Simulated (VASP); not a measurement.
Data:

```xyz
2
Lattice="2.8155 0.0000 0.0000 0.0000 2.9265 0.0000 0.0000 0.0000 2.8308" Properties=species:S:1:pos:R:3 pbc="T T T"
Cr     0.0000     0.0000     0.0000
Cr     1.4346     1.4632     1.4154
```
Starting moments (μB, in the order of the record's atoms Cr Cr): 1.5 -1.5.

Calculation: PBE GGA, VASP's PBE PAW potentials (set 64) (plane waves; VASP 6.6.1). Run with EDIFF = 1E-5, 400 eV cut-off, 12×11×12 Γ-centred mesh, first-order Methfessel-Paxton smearing of 0.10 eV, potentials Cr_pv.

**Question.** Which forces act on the atoms, in eV/Å?

**Answer.** 
```csv
atom,Fx,Fy,Fz
Cr1,0.158,0.000,0.000
Cr2,-0.158,0.000,0.000
```

**Question.** Give the stress tensor in GPa (positive for a compressed cell).

**Answer.** 
```
 5.81   0.00   0.00
 0.00  -8.59   0.00
 0.00   0.00   3.54
```
The pressure is its mean diagonal, 0.25 GPa.

The compound is Cr in the bcc, AFM order structure. The cell was not relaxed at this level. The run is one of a series of settings (EDIFF = 1E-5 against the base run), some of them coarse on purpose.
